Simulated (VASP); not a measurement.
Consider the following.

```yaml
crystal:
  lattice:
    - [0.00000, 3.87066, 3.87066]
    - [3.87066, 0.00000, 3.87066]
    - [3.87066, 3.87066, 0.00000]
  atoms:
    - { symbol: Cl, position: [0.25000, 0.25000, 0.25000] }
    - { symbol: Cs, position: [0.00000, 0.00000, 0.00000] }
```

Calculation: PBE GGA, VASP's PBE PAW potentials (set 64) (plane waves; VASP). Settings: 300 eV cut-off, 8×8×8 Γ-centred mesh, Fermi-Dirac smearing of 0.10 eV, potentials Cl Cs_sv.

### Question
What does the run give for the energy per atom (σ→0)?

### Answer

The energy per atom (σ→0) comes out as -3232 meV/atom.

The absolute energy has meaning only against runs of the same code, potentials and settings.

The structure was generated: CsCl was put into an ordered model structure, which need not be its known phase. The cell was not relaxed at this level.
